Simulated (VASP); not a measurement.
```
CELL_PARAMETERS angstrom
      0.00000     3.57622     3.57622
      3.57622     0.00000     3.57622
      3.57622     3.57622     0.00000
ATOMIC_POSITIONS crystal
  Ba 0.00000 0.00000 0.00000
  Te 0.50000 0.50000 0.50000
```

All values below come from TPSS meta-GGA, VASP's PBE PAW potentials (set 64) (plane waves; VASP). Settings: 520 eV cut-off, 7×7×7 Γ-centred mesh, Gaussian smearing of 0.050 eV, potentials Ba_sv Te.

### Question
What does the run give for the energy per atom (σ→0)?

### Answer

```yaml
energy per atom (σ→0): -12202 meV/atom
```

The compound is BaTe in the rock salt structure. This cell is one point of a volume scan, at 1.03 of the reference volume.
